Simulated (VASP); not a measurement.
The system is BePt.

```
CELL_PARAMETERS angstrom
0.00000 2.28249 2.28249
2.28249 0.00000 2.28249
2.28249 2.28249 0.00000
ATOMIC_POSITIONS crystal
Be 0.00000 0.00000 0.00000
Pt 0.50000 0.50000 0.50000
```

The cell was built by a generator and needn't be a form met in nature.

- Program: VASP 6.6.1
- Task: relaxation of cell and atoms
- Functional: PBE
- Potentials or basis: VASP PAW PBE potentials, release 64 (Be, Pt)
- Cutoff: 600 eV
- k mesh: 10 × 10 × 10
- Occupations: methfessel-paxton, width 0.1 eV
- Spin: no spin polarisation

At the start: pressure 12.1 GPa; volume 11.89 Å³/atom.

Task: How do energy, volume and symmetry change on relaxing?

Result: Over 3 steps the energy falls by 28.5 meV/atom and the volume is 12.70 Å³/atom (+6.8 %); space group Fm-3m (No. 225, to 0.05 Å).

Step by step:
```csv
step,energy change (eV),largest force (eV/Å),pressure (GPa),volume (Å³)
1,0.0000,0.0000,12.12,23.78
2,-0.0109,0.0000,-8.58,27.01
3,-0.0571,0.0000,-0.08,25.40
```

Final structure:
```cif
data_structure
_symmetry_space_group_name_H-M 'P 1'
_symmetry_Int_Tables_number 1
_cell_length_a 3.2996
_cell_length_b 3.2996
_cell_length_c 3.2996
_cell_angle_alpha 60.000
_cell_angle_beta 60.000
_cell_angle_gamma 60.000
_cell_volume 25.40
loop_
_atom_site_label
_atom_site_type_symbol
_atom_site_fract_x
_atom_site_fract_y
_atom_site_fract_z
_atom_site_occupancy
Be1 Be 0.00000 0.00000 0.00000 1
Pt1 Pt 0.50000 0.50000 0.50000 1
```
